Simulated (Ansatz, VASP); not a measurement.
## Cross-check of CO2 (CdI2 type (invented)) between VASP and Ansatz

One calculation is typed for both programs; each brings its own data sets. How far apart do they land? The cell is generated by rule, not measured, and may not be a known phase. The cell is taken from a series of runs on this material, whose earlier steps may have relaxed, scaled, displaced or heated it; both programs get it as it stands.

Method: plane waves, with VASP 6.6.1 beside it; zone-centre phonons at PBEsol, in Ansatz 0.2.0.

## (1) Set-up

It takes space group P-3m1 (No. 164, trigonal). The conventional cell has a = 2.348 Å, b = 2.348 Å, c = 5.104 Å, α = 90.00°, β = 90.00°, γ = 120.00°. Nearest to C lie 6 O at 1.61 Å. Nearest to O lie 3 C at 1.61 Å. Farther neighbours and most contacts between anions are not listed.

## (2) VASP: zone-centre phonons, PBEsol

Second derivatives magnify differences that forces hide, and they need a tight electronic threshold.

Lines of VASP's logs that name or quote its potential files are left out, and so is its time.

Contents of INCAR:

```
SYSTEM = CO2
PREC = Accurate
ENCUT = 600
EDIFF = 1E-08
NELM = 120
ISMEAR = 0
SIGMA = 0.01
LREAL = .FALSE.
ALGO = Normal
GGA = PS
NBANDS = 14
LORBIT = 11
LWAVE = .FALSE.
LCHARG = .FALSE.
ISIF = 2
IBRION = 8
LEPSILON = .TRUE.
LASPH = .TRUE.
GGA_COMPAT = .FALSE.
EFERMI = MIDGAP
KPAR = 2
```

Contents of POSCAR:

```
CO2
1.0
    2.3480704609      0.0000000003      0.0000000000
   -1.1740352307      2.0334886689      0.0000000000
    0.0000000000      0.0000000000      5.1036411510
C O
1 2
Direct
    0.0000000000      0.0000000000      0.0000000000
    0.3333333333      0.6666666667      0.1712539070
    0.6666666667      0.3333333333      0.8287460930
```

Contents of KPOINTS:

```
Automatic mesh
0
Gamma
9 9 4
0 0 0
```

The projector-augmented-wave data sets are C and O (PBE family, release 64).

Run with:

```console
> mpirun -np 2 vasp_std
```

Numbers of over 12 decimals in the logs are rounded to 6 here.

Output:

```text
[banner, memory and clock lines left out]
running    2 mpi-ranks, on    1 nodes
 distrk:  each k-point on    1 cores,    2 groups
 distr:  one band on    1 cores,    1 groups

 POSCAR found type information on POSCAR C O
 POSCAR found :  2 types and       3 ions
|                                                                             |
|               ----> ADVICE to this user running VASP <----                  |
|                                                                             |
|     You enforced a specific xc type in the INCAR file but a different       |
|     [... a line on the potential file left out ...]
|     I HOPE YOU KNOW WHAT YOU ARE DOING!                                     |
|                                                                             |

 LDA part: xc-table for (Slater+PW92), standard interpolation
 POSCAR, INCAR and KPOINTS ok, starting setup
 FFT: planning ... GRIDC
 FFT: planning ... GRID_SOFT
 FFT: planning ... GRID
 WAVECAR not read
 entering main loop
       N       E                     dE             d eps       ncg     rms          rms(c)
DAV:   1     0.716153219443E+02    0.71615E+02   -0.10040E+04  1212   0.126E+03
DAV:   2    -0.174932586357E+02   -0.89109E+02   -0.78582E+02  1586   0.259E+02
DAV:   3    -0.204743819218E+02   -0.29811E+01   -0.29613E+01  1354   0.481E+01
DAV:   4    -0.204916412479E+02   -0.17259E-01   -0.17256E-01  1534   0.414E+00
DAV:   5    -0.204917720883E+02   -0.13084E-03   -0.13084E-03  1360   0.331E-01    0.765E+00
DAV:   6    -0.193727612341E+02    0.11190E+01   -0.16434E+00  1414   0.175E+01    0.290E+00
DAV:   7    -0.193469074803E+02    0.25854E-01   -0.24663E-01  1288   0.484E+00    0.163E+00
DAV:   8    -0.193382508273E+02    0.86567E-02   -0.24091E-02  1564   0.172E+00    0.311E-01
DAV:   9    -0.193380710469E+02    0.17978E-03   -0.26955E-03  1348   0.548E-01    0.828E-02
DAV:  10    -0.193380745853E+02   -0.35384E-05   -0.43569E-04  1402   0.218E-01    0.231E-02
DAV:  11    -0.193380804390E+02   -0.58537E-05   -0.37335E-05  1438   0.564E-02    0.111E-02
DAV:  12    -0.193380828927E+02   -0.24537E-05   -0.57929E-06  1324   0.220E-02    0.258E-03
DAV:  13    -0.193380828140E+02    0.78742E-07   -0.41134E-07  1450   0.647E-03    0.744E-04
DAV:  14    -0.193380829035E+02   -0.89595E-07   -0.63534E-08  1252   0.249E-03    0.265E-04
DAV:  15    -0.193380829007E+02    0.28617E-08   -0.28147E-09  1244   0.527E-04
   1 F= -.19338083E+02 E0= -.19338083E+02  d E =0.000000E+00
 Linear response reoptimize wavefunctions to high precision
DAV:   1    -0.193380828991E+02    0.15398E-08   -0.61206E-10   910   0.253E-04
DAV:   2    -0.193380828991E+02    0.95497E-11   -0.53721E-11   770   0.746E-05
 Linear response G [H, r] |phi>, progress :
  Direction:   1
       N       E                     dE             d eps       ncg     rms
RMM:   1    -0.734345652200E+02   -0.73435E+02   -0.40808E+01  3017   0.804E+01
RMM:   2    -0.555119869164E+02    0.17923E+02   -0.49525E+00  1873   0.199E+01
RMM:   3    -0.555389108186E+02   -0.26924E-01   -0.36560E-02  1956   0.170E+00
RMM:   4    -0.555393993901E+02   -0.48857E-03   -0.86336E-04  1985   0.212E-01
RMM:   5    -0.555394156785E+02   -0.16288E-04   -0.75419E-05  2016   0.277E-02
RMM:   6    -0.555394169898E+02   -0.13113E-05   -0.69495E-05  1994   0.398E-03
RMM:   7    -0.555394172363E+02   -0.24646E-06   -0.71264E-05  1783   0.664E-04
RMM:   8    -0.555394173156E+02   -0.79371E-07   -0.71361E-05  1323   0.136E-04
RMM:   9    -0.555394173072E+02    0.84541E-08   -0.67655E-05  1139   0.637E-05
RMM:  10    -0.555394175893E+02   -0.28216E-06   -0.55599E-05  1002   0.543E-05
RMM:  11    -0.555394179908E+02   -0.40151E-06   -0.38009E-05   864   0.540E-05
RMM:  12    -0.555394175467E+02    0.44410E-06   -0.54062E-05   617   0.541E-05
RMM:  13    -0.555394173691E+02    0.17761E-06   -0.40304E-05   496   0.541E-05
 Linear response G [H, r] |phi>, progress :
  Direction:   2
       N       E                     dE             d eps       ncg     rms
RMM:   1    -0.747002472008E+02   -0.74700E+02   -0.64185E+01  2936   0.795E+01
RMM:   2    -0.577529332913E+02    0.16947E+02   -0.46247E+00  1865   0.187E+01
RMM:   3    -0.577550643214E+02   -0.21310E-02   -0.36929E-02  1974   0.162E+00
RMM:   4    -0.577550270671E+02    0.37254E-04   -0.80466E-04  2010   0.196E-01
RMM:   5    -0.577550315039E+02   -0.44368E-05    0.76505E-06  2037   0.257E-02
RMM:   6    -0.577550320458E+02   -0.54190E-06    0.18642E-05  2016   0.376E-03
RMM:   7    -0.577550320762E+02   -0.30434E-07    0.18829E-05  1863   0.663E-04
RMM:   8    -0.577550324601E+02   -0.38386E-06    0.15165E-05  1365   0.144E-04
RMM:   9    -0.577550324729E+02   -0.12832E-07    0.15714E-05  1160   0.693E-05
RMM:  10    -0.577550324922E+02   -0.19229E-07    0.18329E-05  1083   0.618E-05
[...]
dielectric tensor                  component  3 :     0.069    -0.096     3.709
 Linear response to external field, progress :
  Direction:   1
       N       E                     dE             d eps       ncg     rms          rms(c)
RMM:   1    -0.259399674225E+00   -0.25940E+00   -0.11938E+00  5422   0.299E+00
RMM:   2    -0.266115750371E+00   -0.67161E-02   -0.67852E-03  4211   0.553E-01    0.117E+00
RMM:   3    -0.260584488102E+00    0.55313E-02   -0.22355E-03  4321   0.412E-01    0.643E-01
[...]
RMM:   6    -0.929117138496E-01   -0.67305E-03   -0.46958E-04  1953   0.133E-01    0.303E-02
RMM:   7    -0.935547000883E-01   -0.64299E-03   -0.49425E-05  1962   0.631E-02    0.469E-03
RMM:   8    -0.936639241533E-01   -0.10922E-03    0.71412E-06  1951   0.105E-02    0.126E-03
RMM:   9    -0.936551299560E-01    0.87942E-05   -0.42154E-06  2008   0.243E-03    0.370E-04
RMM:  10    -0.936547272128E-01    0.40274E-06   -0.44950E-06  1999   0.896E-04    0.485E-05
RMM:  11    -0.936549127558E-01   -0.18554E-06   -0.99237E-07  1633   0.105E-04    0.277E-05
RMM:  12    -0.936553114323E-01   -0.39868E-06   -0.31986E-07  1399   0.749E-05    0.287E-06
 change of polarisation eV/A/(eV/A) component  3 :    -0.000    -0.010     0.172
 dielectric tensor                  component  3 :    -0.001    -0.073     2.275
 Linear response DOF=           4
 Linear response progress:
  Degree of freedom:   1/  4
       N       E                     dE             d eps       ncg     rms          rms(c)
RMM:   1    -0.101899484828E+00   -0.10190E+00    0.20966E-02  6675   0.233E+00
RMM:   2    -0.924207773738E-01    0.94787E-02   -0.32772E-03  4057   0.499E-01    0.172E-01
RMM:   3    -0.922788195737E-01    0.14196E-03   -0.68943E-05  4293   0.740E-02    0.973E-02
RMM:   4    -0.923775477317E-01   -0.98728E-04   -0.63569E-05  4290   0.712E-02    0.865E-03
RMM:   5    -0.923634117411E-01    0.14136E-04   -0.10997E-06  4380   0.887E-03    0.126E-03
RMM:   6    -0.923595316793E-01    0.38801E-05    0.41546E-08  4344   0.995E-04    0.501E-04
RMM:   7    -0.923577521300E-01    0.17795E-05   -0.32395E-09  4416   0.524E-04    0.557E-05
RMM:   8    -0.923580567716E-01   -0.30464E-06    0.30728E-08  4215   0.789E-05    0.156E-05
RMM:   9    -0.923580872233E-01   -0.30452E-07    0.12332E-08  4558   0.276E-05    0.362E-06
RMM:  10    -0.923580722768E-01    0.14946E-07    0.28991E-08  4154   0.771E-06    0.171E-06
RMM:  11    -0.923580686506E-01    0.36262E-08    0.51702E-08  3938   0.395E-06    0.245E-07
 first order change of Fermi-energy   0.70878E-05
 force on displaced ion       1 direction 1 :   5.083   0.000   0.000
 Born effective charge ion    1 direction 1 :   4.675   0.000   0.000
 Linear response progress:
  Degree of freedom:   2/  4
       N       E                     dE             d eps       ncg     rms          rms(c)
RMM:   1    -0.127685460015E+00   -0.12769E+00    0.22439E-01  3047   0.292E+00
RMM:   2    -0.118746393933E+00    0.89391E-02   -0.45122E-03  1872   0.655E-01    0.259E-01
RMM:   3    -0.114848320763E+00    0.38981E-02   -0.38929E-03  2020   0.402E-01    0.234E-01
RMM:   4    -0.113439141571E+00    0.14092E-02   -0.87342E-04  1930   0.247E-01    0.775E-02
RMM:   5    -0.112423825014E+00    0.10153E-02   -0.47369E-04  1943   0.192E-01    0.173E-02
RMM:   6    -0.112486419747E+00   -0.62595E-04   -0.57882E-06  1976   0.258E-02    0.308E-03
RMM:   7    -0.112496393453E+00   -0.99737E-05   -0.13920E-07  1977   0.465E-03    0.125E-03
RMM:   8    -0.112502221844E+00   -0.58284E-05   -0.21516E-08  1927   0.198E-03    0.222E-04
RMM:   9    -0.112500975498E+00    0.12463E-05    0.80917E-09  2009   0.457E-04    0.644E-05
RMM:  10    -0.112501190395E+00   -0.21490E-06   -0.96694E-08  1937   0.179E-04    0.120E-05
RMM:  11    -0.112501229843E+00   -0.39448E-07   -0.68569E-08  2061   0.261E-05    0.331E-06
RMM:  12    -0.112501225436E+00    0.44076E-08   -0.48651E-08  1902   0.846E-06    0.891E-07
 first order change of Fermi-energy  -0.18743E-04
 force on displaced ion       1 direction 3 :  -0.000   0.000 -43.182
 Born effective charge ion    1 direction 3 :   0.000   0.000   1.140
 Linear response progress:
  Degree of freedom:   3/  4
       N       E                     dE             d eps       ncg     rms          rms(c)
RMM:   1    -0.338790303212E+00   -0.33879E+00    0.20219E-01  9764   0.432E+00
RMM:   2    -0.332993633753E+00    0.57967E-02   -0.61764E-03  6836   0.668E-01    0.259E-01
RMM:   3    -0.333929374126E+00   -0.93574E-03   -0.19607E-04  6889   0.125E-01    0.143E-01
RMM:   4    -0.335579303723E+00   -0.16499E-02   -0.12285E-04  6653   0.112E-01    0.167E-02
RMM:   5    -0.335511712865E+00    0.67591E-04   -0.35236E-06  7495   0.200E-02    0.214E-03
RMM:   6    -0.335498026518E+00    0.13686E-04    0.20847E-07  7689   0.249E-03    0.741E-04
RMM:   7    -0.335508278746E+00   -0.10252E-04    0.54809E-08  6739   0.829E-04    0.839E-05
RMM:   8    -0.335509480076E+00   -0.12013E-05   -0.68355E-08  7990   0.178E-04    0.446E-05
RMM:   9    -0.335509761750E+00   -0.28167E-06   -0.10558E-07  7796   0.541E-05    0.161E-05
RMM:  10    -0.335509634483E+00    0.12727E-06   -0.61874E-08  7413   0.213E-05    0.324E-06
RMM:  11    -0.335509637074E+00   -0.25906E-08   -0.38016E-08  7376   0.738E-06    0.136E-06
 first order change of Fermi-energy  -0.29614E-04
 force on displaced ion       2 direction 1 :  -4.534  -0.004   0.000
 Born effective charge ion    2 direction 1 :  -2.343   0.000   0.000
 Linear response progress:
  Degree of freedom:   4/  4
       N       E                     dE             d eps       ncg     rms          rms(c)
RMM:   1    -0.414094851399E+00   -0.41409E+00    0.17535E-01  2497   0.426E+00
RMM:   2    -0.399958482031E+00    0.14136E-01   -0.60285E-03  1832   0.701E-01    0.250E-01
RMM:   3    -0.399431586903E+00    0.52690E-03   -0.12293E-03  1986   0.271E-01    0.133E-01
RMM:   4    -0.399663608365E+00   -0.23202E-03   -0.22681E-04  2008   0.129E-01    0.635E-02
RMM:   5    -0.400017049952E+00   -0.35344E-03   -0.93774E-05  2002   0.768E-02    0.165E-02
RMM:   6    -0.400064926436E+00   -0.47876E-04    0.55757E-06  2022   0.169E-02    0.742E-03
RMM:   7    -0.400082198584E+00   -0.17272E-04    0.37223E-06  1973   0.926E-03    0.131E-03
RMM:   8    -0.400089459182E+00   -0.72606E-05   -0.11838E-06  1973   0.177E-03    0.242E-04
RMM:   9    -0.400089720791E+00   -0.26161E-06   -0.12344E-07  2002   0.365E-04    0.998E-05
RMM:  10    -0.400090363698E+00   -0.64291E-06    0.89705E-08  1967   0.246E-04    0.155E-05
RMM:  11    -0.400090391778E+00   -0.28079E-07   -0.36919E-09  2033   0.314E-05    0.651E-06
RMM:  12    -0.400090448939E+00   -0.57162E-07   -0.37555E-09  1970   0.190E-05    0.120E-06
RMM:  13    -0.400090447347E+00    0.15923E-08   -0.41853E-09  1829   0.563E-06    0.338E-07
 first order change of Fermi-energy  -0.26835E+01
 force on displaced ion       2 direction 3 :  -0.000  -0.000 -31.343
 Born effective charge ion    2 direction 3 :  -0.000   0.000  -0.570
 Born effective charges drift removed
 Linear response finished
```

(Part 1 of 2 ends here.)

[Lines on the potential files, build, host, timing and source positions are cut from VASP's logs without a mark.]

[Logs are printed without paths, hosts, clocks, repeated set-up lines and the standing remarks that a program may print on its own settings, such as how far it seeks lower states.]

[Hosts, paths, dates, database ids (printed as entryN), source tags and the programs' standing remarks are cut or masked in the printed files.]
